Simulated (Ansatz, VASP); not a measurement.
## Two plane-wave programs on BiB2N

Contents of POSCAR:

```
BiB2N
1.0
    2.8282886573      0.0000000000      0.0000000000
    0.0000000000      2.8282886573      0.0000000000
    0.0000000000      0.0000000000      6.5260672313
N B Bi
1 2 1
Direct
    0.0000000000      0.0000000000      0.0000000000
    0.0000000000      0.5000000000      0.8819061851
    0.5000000000      0.0000000000      0.1180938149
    0.5000000000      0.5000000000      0.5000000000
```

File INCAR.step1:

```
PREC     = Accurate       # precision mode
ENCUT    = 520            # plane-wave cutoff, eV
EDIFF    = 1E-5           # SCF threshold, eV
ISMEAR   = -1             # smearing method
SIGMA    = 0.02           # smearing width, eV
LREAL    = F              # projectors in reciprocal space
LASPH    = T              # aspherical terms in the spheres
NELM     = 60             # most SCF steps
ALGO     = Normal         # electronic algorithm
ISIF     = 2              # what is computed and relaxed
LWAVE    = T              # write WAVECAR
LCHARG   = F              # write CHGCAR
NBANDS   = 21             # bands
GGA      = PE             # functional
```

The input INCAR.step2:

```
PREC     = Accurate       # precision mode
ENCUT    = 520            # plane-wave cutoff, eV
EDIFF    = 1E-6           # SCF threshold, eV
ISMEAR   = -1             # smearing method
SIGMA    = 0.02           # smearing width, eV
LREAL    = F              # projectors in reciprocal space
LASPH    = T              # aspherical terms in the spheres
NELM     = 60             # most SCF steps
ALGO     = Normal         # electronic algorithm
ISIF     = 2              # what is computed and relaxed
LWAVE    = F              # write WAVECAR
LCHARG   = F              # write CHGCAR
GGA      = PE             # functional
LHFCALC  = T              # exact exchange
HFSCREEN = 0.2079         # screening, 1/A
PRECFOCK = Normal       
NBANDS   = 21             # bands
ISTART   = 1
```

The input KPOINTS:

```
Automatic mesh
0
Gamma
  4 4 2
```

Input for Ansatz:

```yaml
crystal:
  lattice:
    - [2.8282886573, 0.0, 0.0]
    - [0.0, 2.8282886573, 0.0]
    - [0.0, 0.0, 6.5260672313]
  atoms:
    - { symbol: "N", position: [0.0, 0.0, 0.0] }
    - { symbol: B, position: [0.0, 0.5, 0.8819061851] }
    - { symbol: Bi, position: [0.5, 0.5, 0.5] }
    - { symbol: B, position: [0.5, 0.0, 0.1180938149] }
kpoints:
  mp_grid: { grid: [4, 4, 2] }
hamiltonian:
  xc: hse06
scf:
  occupations: { method: fermi_dirac, width: 0.02 }
  n_extra_bands: 5
output:
  forces: true
  stress: true
  eigenvalues: true
```

The cell was built by a generator and needn't be a form met in nature.

Alike in both runs: task single point; functional HSE06; k mesh 4 × 4 × 2; occupations fermi-dirac, width 0.02 eV; no spin polarisation.

|  | VASP | Ansatz |
| --- | --- | --- |
| version | VASP 6.6.1 | Ansatz 0.2.0 |
| potentials or method | VASP PAW PBE potentials, release 64 (N, B, Bi_d) | plane waves, PAW |
| plane-wave cutoff (eV) | 520 | 420 |
| valence electrons in the cell | 26 | 26 |

Ansatz gave:

```
pressure (GPa)                                  : -3.5
largest component of the traceless stress (GPa) : 7.62
rms of the force components (eV/Å)              : 0.014
```

Q: What did VASP give for the same quantities?

A: Pressure (GPa): -3.5; largest component of the traceless stress (GPa): 7.61; rms of the force components (eV/Å): 0.010.

Ansatz warned: «filled_band_counts_differ_across_k_points».

Caveats: the k mesh is coarse (spacing up to 0.56 Å⁻¹), so the values aren't converged, least of all with exact exchange; the PAW data sets were made with another functional, which shifts forces and pressure a little (VASP); spin-orbit coupling is left out, which moves the levels of the heavy elements.
